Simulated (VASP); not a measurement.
Input of a VASP 6.6.1 run:

Contents of INCAR:

```
PREC = Accurate ; ENCUT = 520
EDIFF = 1E-7 ; ISMEAR = -1
SIGMA = 0.05 ; LREAL = F
LASPH = T ; NELM = 60
ALGO = Normal ; ISIF = 2
LWAVE = F ; LCHARG = F
GGA = PE ; NBANDS = 46
```

File KPOINTS:

```
Automatic mesh
0
Gamma
  5 5 5
```

File POSCAR:

```
Ba3Sc4
1.0
    2.9687210891      1.7139919199      8.2828221321
   -2.9687210891      1.7139919199      8.2828221321
    0.0000000000     -3.4279838399      8.2828221321
Ba Sc
3 4
Direct
    0.5753150000      0.5753150000      0.5753150000
    0.4246850000      0.4246850000      0.4246850000
    0.0000000000      0.0000000000      0.0000000000
    0.7201840000      0.7201840000      0.7201840000
    0.2798160000      0.2798160000      0.2798160000
    0.8461870000      0.8461870000      0.8461870000
    0.1538130000      0.1538130000      0.1538130000
```

Potentials or basis: VASP PAW PBE potentials, release 64 (Ba_sv, Sc_sv).

Launch:

```console
$ cat potpaw_PBE.64/Ba_sv/POTCAR potpaw_PBE.64/Sc_sv/POTCAR > POTCAR
$ mpirun -np 1 vasp_std > vasp.out
```

Problem. Estimate the largest force.

Solution. 0.102 eV/Å.

Problem. Estimate the band gap on the k mesh.

Solution. None (metal or under the smearing width).

Problem. Estimate the pressure.

Solution. 0.1 GPa.

Stress tensor (GPa, compression positive):
```
0.13 0.00 0.00
0.00 0.13 0.00
0.00 0.00 0.01
```

The run has no spin-orbit coupling, so splittings on Ba are missing.
